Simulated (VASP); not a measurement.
A run of VASP 6.6.1:

The input INCAR:

```
PREC = Accurate
ENCUT = 600
EDIFF = 1E-6
ISMEAR = 0
SIGMA = 0.1
LREAL = False
LASPH = True
NELM = 100
ALGO = Fast
ISIF = 3
LWAVE = False
LCHARG = False
GGA = PE
IBRION = 2
NSW = 100
EDIFFG = -0.01
```

Contents of KPOINTS:

```
Automatic mesh
0
Gamma
  16 16 12
```

POSCAR

```
NiRu
1.0
    2.6217962034      0.0000000000      0.0000000000
    0.0000000000      2.6217962034      0.0000000000
    0.0000000000      0.0000000000      3.5656428367
Ni Ru
1 1
Direct
    0.0000000000      0.0000000000      0.0000000000
    0.5000000000      0.5000000000      0.5000000000
```

Potentials or basis: VASP PAW PBE potentials, release 64 (Ni, Ru_pv).

Run with:

```bash
$ cat potpaw_PBE.64/Ni/POTCAR potpaw_PBE.64/Ru_pv/POTCAR > POTCAR
$ mpirun -np 1 vasp_std > vasp.out
```

Hardware: 1 thread of Intel(R) Xeon(R) 6975P-C (Granite Rapids), with other jobs on the host.

**Question.** How long does it take, and how much memory?

**Answer.** Run time: 3.6 min on 1 thread of Intel(R) Xeon(R) 6975P-C (Granite Rapids) (shared host), peak memory 0.29 GiB. Counts: scf iterations 70, k points 315, ion steps 7.
